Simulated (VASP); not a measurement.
An input for Ansatz (written as the equivalent of a VASP run, and not itself run):

Ansatz 0.2 input:
```yaml
crystal:
  lattice:
    - [0.0000000, 2.8125173, 2.8125173]
    - [2.8125173, 0.0000000, 2.8125173]
    - [2.8125173, 2.8125173, 0.0000000]
  atoms:
    - { symbol: Cu, position: [0.5000000, 0.5000000, 0.5000000] }
    - { symbol: Cu, position: [0.2500000, 0.2500000, 0.2500000] }
    - { symbol: Se, position: [0.0000000, 0.0000000, 0.0000000] }
kpoints:
  mp_grid: { grid: [9, 9, 9] }
hamiltonian:
  xc: lda
  pseudopotentials: { kind: paw }
scf:
  occupations: { method: methfessel_paxton, width: 0.1 }
  max_iter: 100
relax:
  max_steps: 60
  f_tol: 0.02
  cell: {}
output: { forces: true, stress: true, eigenvalues: true }
```

Question: Translate this input to VASP (INCAR, KPOINTS, POSCAR, choice of POTCAR).

Answer: One answer among several that fit: 
### INCAR
```
! general
SYSTEM   =  Cu2Se
PREC     =  Accurate
ENCUT    =  400
LREAL    =  .FALSE.
LASPH    =  .TRUE.

! electronic loop
EDIFF    =  1E-6
NELM     =  100
ALGO     =  Normal
LMAXMIX  =  4

! smearing
ISMEAR   =  1
SIGMA    =  0.1

! ions
IBRION   =  2
NSW      =  60
ISIF     =  3
EDIFFG   =  -0.02

! output
LWAVE    =  .FALSE.
LCHARG   =  .FALSE.
```

**KPOINTS**
```
Automatic mesh
0
gamma
  9 9 9
```

POSCAR:
```
Cu2Se
1.0
  0.0000000000   2.8125172635   2.8125172635
  2.8125172635   0.0000000000   2.8125172635
  2.8125172635   2.8125172635   0.0000000000
Cu Se
2 1
Cartesian
  2.8125172635   2.8125172635   2.8125172635
  1.4062586318   1.4062586318   1.4062586318
  0.0000000000   0.0000000000   0.0000000000
```

POTCAR, in this order: Cu Se (LDA.64 set). Program: vasp_std.

What does not carry over: each code has its own PAW files, so the cut-off isn't converted (ENCUT is set for VASP's; basis.ecutwfc is left out, and Ansatz then takes the one that its files recommend); Ansatz stops its SCF on the density residual and VASP on the energy change (EDIFF); Ansatz's lda is the Perdew-Wang form, while the LDA potentials of VASP carry Perdew-Zunger's.

The structure comes from a computed database's Cu2Se entry (F-43m); how it stands against other phases isn't given here. It was relaxed first, which changed the volume by -8 %. The start is the result of an earlier pass.
